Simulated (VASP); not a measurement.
The system is TeRu.

```
CELL_PARAMETERS angstrom
0.00000 3.11393 3.11393
3.11393 0.00000 3.11393
3.11393 3.11393 0.00000
ATOMIC_POSITIONS crystal
Ru 0.00000 0.00000 0.00000
Te 0.25000 0.25000 0.25000
```

The cell comes from a database or a generator and needn't be the stable form of this composition.

Program: VASP 6.6.1. Alike in all runs: task single point; potentials or basis VASP PAW PBE potentials, release 64 (Ru_pv, Te); cell as given; k mesh 5 × 5 × 5; cutoff (eV) 520; smearing gaussian 0.05 eV.

Task: Order these runs on this cell by their pressure, lowest first.
A. level r2SCAN; spin collinear, random start
B. level r2SCAN+U; spin collinear, zero start; U Ru d U = 6 eV
C. level r2SCAN; spin collinear, ferromagnetic start; fixed moment (μB) 2

Result: A (-12.2 GPa), B (-9.7 GPa), C (-6.6 GPa).

Caveats: the PAW data sets were made with another functional, which shifts forces and pressure a little; the U is typed as a test and isn't derived for this compound (some runs); the total moment is fixed, so each spin has its own Fermi level (some runs).
